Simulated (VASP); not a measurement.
Here is the system:

```
Co
1.0
    2.46557     0.00000     0.00000
   -1.23279     2.13525     0.00000
    0.00000     0.00000     4.01068
Co
2
Direct
  0.33333   0.66667   0.25000
  0.66667   0.33333   0.75000
```

These are PBE GGA, VASP's PBE PAW potentials (set 64) (plane waves; VASP 6.6.1) values and carry that method's errors. Run with 300 eV cut-off, 20×20×11 Γ-centred mesh, Gaussian smearing of 0.14 eV, potentials Co.

The run has a spin-polarised start.

Question: Give the spin-up energies of bands 1 to 12 at the high-symmetry points, in eV from the Fermi level.

Answer: 
```
band      Γ      M      K      A      L      H
----  -----  -----  -----  -----  -----  -----
1     -9.07  -4.87  -4.40  -6.81  -5.10  -3.92
2     -5.26  -4.83  -3.98  -6.81  -5.10  -3.92
3     -2.67  -4.58  -3.98  -2.98  -3.84  -3.79
4     -2.61  -2.77  -3.71  -2.98  -3.84  -3.79
5     -2.61  -2.56  -2.90  -2.68  -1.79  -2.98
6     -2.29  -2.54  -2.90  -2.68  -1.79  -2.98
7     -2.29  -2.21  -1.94  -2.68  -1.03  -1.90
8     -1.91  -0.63  -0.90  -2.68  -1.03  -1.90
9     -1.91  -0.56  -0.90  -1.11  -0.54  -0.72
10    -0.79  -0.48  -0.80  -1.11  -0.54  -0.72
11    -0.79   1.40   4.65  -1.11   1.66   5.90
12    -0.16   3.48   5.53  -1.11   1.66   5.90
```

Question: Give the spin-down energies of bands 1 to 12 at the high-symmetry points, in eV from the Fermi level.

Answer: 
```json
[
 {"band": "1", "Γ": "-9.08", "M": "-3.98", "K": "-3.11", "A": "-6.74", "L": "-4.10", "H": "-2.68"},
 {"band": "2", "Γ": "-4.33", "M": "-3.69", "K": "-2.93", "A": "-6.74", "L": "-4.10", "H": "-2.68"},
 {"band": "3", "Γ": "-1.06", "M": "-3.38", "K": "-2.93", "A": "-1.62", "L": "-2.48", "H": "-2.60"},
 {"band": "4", "Γ": "-1.00", "M": "-1.88", "K": "-2.73", "A": "-1.62", "L": "-2.48", "H": "-2.60"},
 {"band": "5", "Γ": "-1.00", "M": "-1.14", "K": "-1.43", "A": "-1.06", "L": "-0.06", "H": "-1.79"},
 {"band": "6", "Γ": "-0.63", "M": "-1.09", "K": "-1.43", "A": "-1.06", "L": "-0.06", "H": "-1.79"},
 {"band": "7", "Γ": "-0.63", "M": "-0.67", "K": "-0.35", "A": "-1.06", "L": "0.26", "H": "-0.21"},
 {"band": "8", "Γ": "-0.22", "M": "1.24", "K": "0.92", "A": "-1.06", "L": "0.26", "H": "-0.21"},
 {"band": "9", "Γ": "-0.16", "M": "1.34", "K": "0.92", "A": "0.73", "L": "1.33", "H": "1.11"},
 {"band": "10", "Γ": "-0.16", "M": "1.40", "K": "1.07", "A": "0.73", "L": "1.33", "H": "1.11"},
 {"band": "11", "Γ": "1.08", "M": "2.62", "K": "5.43", "A": "0.73", "L": "2.27", "H": "6.53"},
 {"band": "12", "Γ": "1.08", "M": "4.44", "K": "6.28", "A": "0.73", "L": "2.27", "H": "6.53"}
]
```

It has no gap at this level: it comes out as a metal or semimetal.

The structure comes from a computed database's Co entry; how it stands against other phases isn't given here. The cell was not relaxed at this level.
